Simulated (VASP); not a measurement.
In HfC (rock salt type) the Hf atom of the primitive cell, with all its periodic images, is moved by 0.06 Å along [111].

```
Hf C
1.0
     0.00000    2.32500    2.32500
     2.32500    0.00000    2.32500
     2.32500    2.32500    0.00000
Hf C
1 1
Direct
  0.00745 0.00745 0.00745
  0.50000 0.50000 0.50000
```

These are results of VASP 6.6.1, HSE06, plane waves, standard recommended PAW potentials, not measurements.

Cutoff 520 eV; orbitals from an earlier step on the same cell; potentials Hf_pv C; PREC = Accurate; HFSCREEN = 0.208; HFRCUT = 0; PRECFOCK = Normal; k-mesh 4×4×4 Γ-centred; Fermi–Dirac smearing of 0.1 eV; no spin polarisation; no spin–orbit coupling.

(1) What force results?

## Answers

(1) The force on it along the displacement is -0.0372 eV/Å, a force constant of 0.62 eV/Å². The cell stands under a pressure of -3.5 GPa, which shifts the constant from its value at the relaxed volume. On a mesh this coarse the force constant of so soft a mode can lie far from its converged value, in sign too.

```
atom  Fx (eV/Å)  Fy (eV/Å)  Fz (eV/Å)
 Hf1    -0.0215    -0.0215    -0.0215
  C2     0.0215     0.0215     0.0215
```

The k-mesh is coarse, so these values belong to this mesh and can lie far from the converged ones. Potentials made with PBE were used with another functional.
